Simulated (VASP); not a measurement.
```
SrO
1.0
    0.00000     2.63160     2.63160
    2.63160     0.00000     2.63160
    2.63160     2.63160     0.00000
Sr O
1 1
Direct
  0.00000   0.00000   0.00000
  0.50000   0.50000   0.50000
```

Level of theory: PBE GGA, VASP's PBE PAW potentials (set 64) (plane waves; VASP 6.6.1). Numerical set-up: 520 eV cut-off, 8×8×8 Γ-centred mesh, Gaussian smearing of 0.050 eV, potentials Sr_sv O.

**Question.** Predict the energy per atom (σ→0), pressure, band gap (on the k-mesh) with the smallest direct gap where there is one.

**Answer.** 
```
Property                                     Result
-----------------------------------  --------------
band gap (on the k-mesh)                    3.29 eV
smallest direct gap (on the k-mesh)         3.42 eV
energy per atom (σ→0)                -6.023 eV/atom
pressure                                  -2.61 GPa
```

The absolute energy has meaning only against runs of the same code, potentials and settings.

The compound is SrO in the rock salt structure. The cell was not relaxed at this level.
